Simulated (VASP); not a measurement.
Here is the system:

```xyz
4
Lattice="4.5182 0.0000 0.0000 0.0000 4.5182 0.0000 0.0000 0.0000 16.7446" Properties=species:S:1:pos:R:3 pbc="T T T"
Bi     2.2591     0.0000     9.7446
Bi     0.0000     2.2591     7.0000
P      0.0000     0.0000     8.3723
P      2.2591     2.2591     8.3723
```

The numbers are results of PBE GGA, VASP's PBE PAW potentials (set 64) (plane waves; VASP), not measurements. Settings: 300 eV cut-off, 5×5×1 Γ-centred mesh, Gaussian smearing of 0.14 eV, potentials Bi_d P.

The cell holds a wide vacuum, so values per volume refer to the whole cell.

Question: Give the energies of bands 14 to 23 at the high-symmetry points, in eV from the Fermi level.

Answer: 
```csv
band,Γ,X,M
14,-6.84,-8.89,-10.90
15,-5.38,-3.94,-4.39
16,-5.38,-3.94,-4.39
17,-1.82,-3.25,-4.09
18,-1.82,-3.25,-4.09
19,-1.77,-2.47,1.18
20,-1.10,-2.47,1.18
21,-1.01,2.15,1.37
22,0.38,2.15,1.37
23,1.81,2.57,2.27
```

It has no gap at this level: it comes out as a metal or semimetal.

The cell is a sheet with vacuum, built from a generated structure.
